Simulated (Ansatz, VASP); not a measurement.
# Be2SnCl: VASP beside Ansatz

INCAR

```
SYSTEM = Be2SnCl
ALGO = Fast ; EDIFF = 1E-7
EDIFFG = -0.01 ; ENCUT = 600
GGA = PE ; IBRION = 2
ISIF = 3 ; ISMEAR = 0
LASPH = .True. ; LCHARG = .False.
LREAL = .False. ; LWAVE = .False.
NELM = 60 ; NSW = 100
PREC = Accurate ; SIGMA = 0.1
```

Contents of KPOINTS:

```
k-points
0
Gamma
  10 10 16
  0 0 0
```

Contents of POSCAR:

```
Be2SnCl
1.0
    4.6267561297      0.0000000000      0.0000000000
    0.0000000000      4.6267561297      0.0000000000
    0.0000000000      0.0000000000      3.0329759919
Be Sn Cl
2 1 1
Direct
    0.5000000000      0.0000000000      0.0000000000
    0.0000000000      0.5000000000      0.0000000000
    0.0000000000      0.0000000000      0.5000000000
    0.5000000000      0.5000000000      0.0000000000
```

Input for Ansatz:

```yaml
crystal:
  lattice:
    - [4.6267561297, 0.0, 0.0]
    - [0.0, 4.6267561297, 0.0]
    - [0.0, 0.0, 3.0329759919]
  atoms:
    - { symbol: Be, position: [0.5, 0.0, 0.0] }
    - { symbol: Be, position: [0.0, 0.5, 0.0] }
    - { symbol: Sn, position: [0.0, 0.0, 0.5] }
    - { symbol: Cl, position: [0.5, 0.5, 0.0] }
basis:
  ecutwfc: 420
kpoints:
  mp_grid: { grid: [10, 10, 16] }
hamiltonian:
  xc: pbe
scf:
  occupations: { method: gaussian, width: 0.1 }
output:
  forces: true
  stress: true
  eigenvalues: true
  write_density: true
  write_potential: true
  elf: true
  volumetric_format: npy
relax:
  adjacent_minimum: "off"
  f_tol: 0.01
  max_steps: 80
  cell: { stress_tol: 0.05 }
```

Alike in both runs: task relaxation of cell and atoms; functional PBE; k mesh 10 × 10 × 16; occupations gaussian, width 0.1 eV; no spin polarisation.

|  | VASP | Ansatz |
| --- | --- | --- |
| version | VASP 6.6.1 | Ansatz 0.2.0 |
| potentials or method | VASP PAW PBE potentials, release 64 (Be, Sn_d, Cl) | scalar-relativistic, plane waves, PAW |
| plane-wave cutoff (eV) | 600 | 420 |
| valence electrons in the cell | 25 | 25 |

```tsv
	VASP	Ansatz	Ansatz less VASP
gap on the k mesh at the Fermi level, each at its own relaxed structure (eV)	none	none	-
relaxed volume (Å³/atom)	16.21	16.21	-0.005
relaxed cell length with the largest relative difference (Å)	3.031	3.029	-0.0018
```

A gap of «none» marks a metal or a gap that the smearing closes.

Caveats: an odd number of electrons without spin polarisation forces a metal; a magnetic or distorted state may lie lower.
